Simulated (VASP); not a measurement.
An input for Ansatz (written as the equivalent of a VASP run, and not itself run):

Ansatz 0.2 input:
```yaml
crystal:
  lattice:
    - [4.3012832, 0.0000000, 0.0000000]
    - [0.0000000, 4.3012832, 0.0000000]
    - [0.0000000, 0.0000000, 4.3012832]
  atoms:
    - { symbol: Hf, position: [0.0000000, 0.5000000, 0.5000000] }
    - { symbol: Hf, position: [0.5000000, 0.0000000, 0.5000000] }
    - { symbol: Hf, position: [0.5000000, 0.5000000, 0.0000000] }
    - { symbol: Ta, position: [0.0000000, 0.0000000, 0.0000000] }
kpoints:
  mp_grid: { grid: [7, 7, 7] }
hamiltonian:
  xc: lda
  pseudopotentials: { kind: paw }
scf:
  occupations: { method: methfessel_paxton, width: 0.1 }
  max_iter: 100
relax:
  max_steps: 30
  f_tol: 0.001
output: { forces: true, stress: true, eigenvalues: true }
```

### Question
Write the VASP files for the same calculation (LDA).

### Answer
One answer among several that fit: 
### INCAR
```
# general
SYSTEM  = Hf3Ta
PREC    = Accurate
ENCUT   = 400
LREAL   = .FALSE.
LASPH   = .TRUE.

# electronic loop
EDIFF   = 1E-8
NELM    = 100
ALGO    = Normal
LMAXMIX = 6

# smearing
ISMEAR  = 1
SIGMA   = 0.1

# ions
IBRION  = 1
NSW     = 30
ISIF    = 2
EDIFFG  = -0.001

# output
LWAVE   = .FALSE.
LCHARG  = .FALSE.
```

### KPOINTS
```
Automatic mesh
0
Gamma
7 7 7
0 0 0
```

**POSCAR**
```
Hf3Ta
1
    4.3012832386     0.0000000000     0.0000000000
    0.0000000000     4.3012832386     0.0000000000
    0.0000000000     0.0000000000     4.3012832386
Hf Ta
3 1
Direct
  0.0000000000   0.5000000000   0.5000000000
  0.5000000000   0.0000000000   0.5000000000
  0.5000000000   0.5000000000   0.0000000000
  0.0000000000   0.0000000000   0.0000000000
```

POTCAR, in this order: Hf_pv Ta_pv (LDA.64 set). Program: vasp_std.

What does not carry over: each code has its own PAW files, so the cut-off isn't converted (ENCUT is set for VASP's; basis.ecutwfc is left out, and Ansatz then takes the one that its files recommend); Ansatz stops its SCF on the density residual and VASP on the energy change (EDIFF); Ansatz's lda is the Perdew-Wang form, while the LDA potentials of VASP carry Perdew-Zunger's.

The structure comes from a computed database's Hf3Ta entry (Pm-3m); how it stands against other phases isn't given here. It was relaxed first, which changed the volume by -7 %. The start is the result of an earlier pass.
